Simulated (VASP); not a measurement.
# BiRh with rev-vdW-DF2: from relaxation to properties, part 2 of 2

Wanted: the relaxed cell of BiRh and its properties. The start is a cell from a database of measured crystal structures.

VASP 6.6.1; rev-vdW-DF2; plane waves and PAW (Bi_d, Rh_pv).

Still holding for the runs below: The k-mesh is coarse for a metal. Spin-orbit coupling is off here; with elements this heavy it splits and shifts levels by tenths of an eV or more.

So far. Step 6 (Density of states (rev-vdW-DF2)): The finer mesh and the other smearing move the Fermi level by -0.03 eV from the 6×6×4 run, a small shift, which tests the Fermi level alone. Of the states within 0.3 eV of the Fermi level, the largest shares in the PAW spheres are Rh d 57 % and Bi p 14 %. The rest lies in smaller channels or between the spheres. The relaxed cell has a = 4.145, c = 5.680 Å (conventional setting).

**8. Optical spectrum (rev-vdW-DF2)**

LOPTICS sums transitions from filled to empty bands. The mesh is finer than in the run before. NBANDS is raised for it.

The input, INCAR:

```
SYSTEM = BiRh
PREC = Accurate
ENCUT = 400
EDIFF = 1E-06
NELM = 100
ISMEAR = 1
SIGMA = 0.2
LREAL = .FALSE.
ALGO = Normal
GGA = MK
AGGAC = 0
LUSE_VDW = .TRUE.
PARAM1 = 0.1234
PARAM2 = 0.711357
ZAB_VDW = -1.8867
LASPH = .TRUE.
NBANDS = 62
LORBIT = 11
LWAVE = .FALSE.
LCHARG = .FALSE.
KPAR = 4
LOPTICS = .TRUE.
NEDOS = 1500
CSHIFT = 0.1
```

The input, POSCAR:

```
BiRh
1.0
    4.1451876761      0.0000000000      0.0000000000
   -2.0725938381      3.5898378309      0.0000000000
    0.0000000000      0.0000000000      5.6803058231
Bi Rh
2 2
Direct
    0.3333333333      0.6666666667      0.2500000000
    0.6666666667      0.3333333333      0.7500000000
    0.0000000000      0.0000000000      0.0000000000
    0.0000000000      0.0000000000      0.5000000000
```

The input, KPOINTS:

```
Automatic mesh
0
Gamma
8 8 5
0 0 0
```

The projector-augmented-wave data sets are Bi_d and Rh_pv (PBE family, release 64).

On the command line:

```
> mpirun -np 4 vasp_std
```

Run time: 77 s. Hardware: 4 MPI ranks of Intel Xeon Platinum 8259CL at 2.50GHz (Skylake/Cascade Lake), shared host; peak memory 2.1 GiB; 4.5 min of CPU time.

These are independent-particle spectra without excitons or local fields, and fine structure depends on the mesh and on CSHIFT. The intraband (Drude) part is not in this spectrum.

Numbers from this step:

| Quantity | Value |
| --- | --- |
| SCF cycles | 12 |
| bands | 62 |
| irreducible k-points | 30 |
| Fermi energy | 9.465 eV |
| pressure | -0.05000 GPa |

The imaginary dielectric function has structure finer than the step of the table below, so its rows give means over 1 eV, whole bins alone (the curve runs from 0 to 25.0 eV). Peaks (eV: height): xx 0.8: 66.5; zz 0.4: 16.7, 1.1: 40.4, 2.8: 17.2.

Table of imaginary dielectric function by photon energy; means over each step:

```
photon energy (eV)     xx     zz
                 1   43.5   22.8
                 2   13.4   12.5
                 3   15.2   14.6
                 4   11.7   12.4
                 5   6.63   7.97
                 6   4.38   6.19
                 7   3.20   3.74
                 8   3.73   3.84
                 9   3.54   2.69
                10   2.58   1.90
                11   2.32   2.60
                12   1.93   2.09
                13   1.58   1.98
                14   1.52   2.05
                15   1.32   1.89
                16   1.12   1.28
                17   1.06   1.33
                18  0.868  0.965
                19  0.693  0.586
                20  0.588  0.457
                21  0.522  0.387
                22  0.475  0.349
                23  0.442  0.441
                24  0.432  0.426
```

Real dielectric function against photon energy:

```
photon energy (eV)        xx       zz
               0.0      70.0     36.1
               0.5      55.1     30.8
               1.0     0.979     31.8
               1.5     -5.62     2.78
               2.0      3.22     7.37
               2.5      6.33     9.75
               3.0      2.73     3.59
               3.5     -1.01     2.55
               4.0     -4.16    -1.02
               4.5     -2.98    -1.47
               5.0     -2.87    -2.56
               5.5     -2.25   -0.818
               6.0     -2.36    -2.60
               6.5     -1.02    -1.83
               7.0    -0.594    -1.47
               7.5  -0.00124    0.454
               8.0     0.907    -1.43
               8.5    -0.691   -0.850
               9.0    -0.596    -1.24
               9.5     -1.13   -0.846
              10.0    -0.508  -0.0830
              10.5    -0.489    0.379
              11.0    -0.684    0.889
              11.5    -0.528   -0.593
              12.0    -0.637   -0.131
              12.5    -0.416    0.154
              13.0    -0.343   -0.318
              13.5    -0.241    0.119
              14.0    -0.159   0.0259
              14.5    -0.187   -0.188
              15.0    -0.509   -0.606
              15.5    -0.144   -0.482
              16.0   -0.0587   -0.500
              16.5   -0.0964  -0.0893
              17.0    -0.179   -0.480
              17.5    -0.141   -0.382
              18.0   -0.0863   -0.452
              18.5   -0.0794   -0.472
              19.0   -0.0933   -0.230
              19.5    0.0499   -0.181
              20.0    0.0604  -0.0709
              20.5     0.169   0.0337
              21.0    0.0971    0.101
              21.5     0.225    0.183
              22.0     0.278    0.285
              22.5     0.241    0.354
              23.0     0.304    0.368
              23.5     0.337    0.359
              24.0     0.224    0.190
              24.5     0.289    0.338
```

**9. Band structure (rev-vdW-DF2), changed input**

The mesh alone shows little of the dispersion and can miss band extrema, so KPOINTS_OPT adds a path through the symmetry points after the self-consistent cycle. Some settings are moved from the usual, to see what they do.

The input, INCAR:

```
SYSTEM = BiRh
PREC = Accurate
ENCUT = 400
EDIFF = 1E-06
NELM = 100
ISMEAR = 0
SIGMA = 0.3
LREAL = .FALSE.
ALGO = Normal
GGA = MK
AGGAC = 0
LUSE_VDW = .TRUE.
PARAM1 = 0.1234
PARAM2 = 0.711357
ZAB_VDW = -1.8867
LASPH = .TRUE.
NBANDS = 31
LORBIT = 11
LWAVE = .FALSE.
LCHARG = .FALSE.
KPAR = 4
```

POSCAR is that of step 8.

The input, KPOINTS:

```
Automatic mesh
0
Gamma
6 6 4
0 0 0
```

The input, KPOINTS_OPT:

```
Line mode
16
Line-mode
Reciprocal
  0.00000000   0.00000000   0.00000000 GAMMA
  0.50000000   0.00000000   0.00000000 M

  0.50000000   0.00000000   0.00000000 M
  0.33333333   0.33333333   0.00000000 K

  0.33333333   0.33333333   0.00000000 K
  0.00000000   0.00000000   0.00000000 GAMMA

  0.00000000   0.00000000   0.00000000 GAMMA
  0.00000000   0.00000000   0.50000000 A

  0.00000000   0.00000000   0.50000000 A
  0.50000000   0.00000000   0.50000000 L

  0.50000000   0.00000000   0.50000000 L
  0.33333333   0.33333333   0.50000000 H

  0.33333333   0.33333333   0.50000000 H
  0.00000000   0.00000000   0.50000000 A

  0.50000000   0.00000000   0.50000000 L
  0.50000000   0.00000000   0.00000000 M

  0.33333333   0.33333333   0.00000000 K
  0.33333333   0.33333333   0.50000000 H
```

On the command line:

```
> mpirun -np 4 vasp_std
```

Run time: 2.2 min. Hardware: 4 MPI ranks; peak memory 1.6 GiB.

The run converged; its settings lie outside those of the reference runs, so its numbers are set aside.

Against the sound run on this cell (band structure (rev-vdW-DF2)) the energy at zero smearing moves by +7.5 meV an atom and the pressure by +0.38 GPa.

Settings moved from the usual: ISMEAR = 0, SIGMA = 0.3 and NBANDS = 31.

NBANDS is too small here: the log warns that the highest band is occupied, so needed states are cut off.

**10. Outcome**

| Item | Value |
| --- | --- |
| relaxed volume | 21.13 Å³/atom |
| relaxed conventional cell a, b, c | 4.145, 4.145, 5.680 Å; angles 90.0, 90.0, 120.0° |
| space group after relaxing, within 0.02 Å | P6_3/mmc (No. 194) |
| band gap | none, a metal |
| DOS at the Fermi level | 2.58 states/eV/cell |
| largest field gradient Vzz | 166.41 V/Å² on Bi1 |

In words: With rev-vdW-DF2, BiRh relaxes to 21.13 Å³/atom in space group P6_3/mmc (held by the symmetry of the run) and comes out as a metal. Against the listed cell the volume lies +2.8 % (a +1.3 %, c +0.3 %). Band structure (rev-vdW-DF2): Of the bands kept, 4 cross the Fermi level on this path. Spin-orbit coupling is left out, and with elements this heavy it would split and shift bands near the Fermi level. The k-sampling is coarse for a metal, so the Fermi level, pressures and the shape of the cell carry errors. No search among competing phases was made, and a listed structure need not be the one stable at ambient conditions. All values are for a static lattice at zero temperature.

[Lines on the potential files, build, host, timing and source positions are cut from VASP's logs without a mark.]

[Logs are printed without paths, hosts, clocks, repeated set-up lines and the standing remarks that a program may print on its own settings, such as how far it seeks lower states.]

[Hosts, paths, dates, database ids (printed as entryN), source tags and the programs' standing remarks are cut or masked in the printed files.]

[A measured line is paired with the nearest computed mode of its activity, which favours agreement.]
